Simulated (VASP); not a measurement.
Consider the following.

```xyz
8
Lattice="5.2550 0.0000 0.0000 0.0000 5.2550 0.0000 0.0000 0.0000 5.2550" Properties=species:S:1:pos:R:3 pbc="T T T"
Sr     0.0000     0.0000     0.0000
Sr     2.6275     2.6275     0.0000
Sr     2.6275     0.0000     2.6275
O      2.6275     2.6275     2.6275
O      0.0000     0.0000     2.6275
O      0.0000     2.6275     0.0000
O      2.6275     0.0000     0.0000
Ba     0.0000     2.6275     2.6275
```

Computed with PBEsol GGA, VASP's PBE PAW potentials (set 64) (plane waves; VASP 6.6.1). Numerical set-up: 520 eV cut-off, 5×5×5 Γ-centred mesh, tetrahedra with Blöchl corrections, potentials Sr_sv O Ba_sv.

Unless said otherwise, spin-orbit coupling is left out, though it shifts the bands of the heavy elements here.

Problem. What does the run give for the energy per atom (σ→0), band gap (on the k-mesh) with the smallest direct gap where there is one?

Solution. 
```json
{
 "band gap (on the k-mesh)": "2.29 eV",
 "smallest direct gap (on the k-mesh)": "2.29 eV",
 "energy per atom (σ→0)": "-6.243 eV/atom"
}
```

The structure was generated: BaSr3O4 was put into an ordered model structure (Pm-3m), which need not be its known phase. The cell was not relaxed at this level.
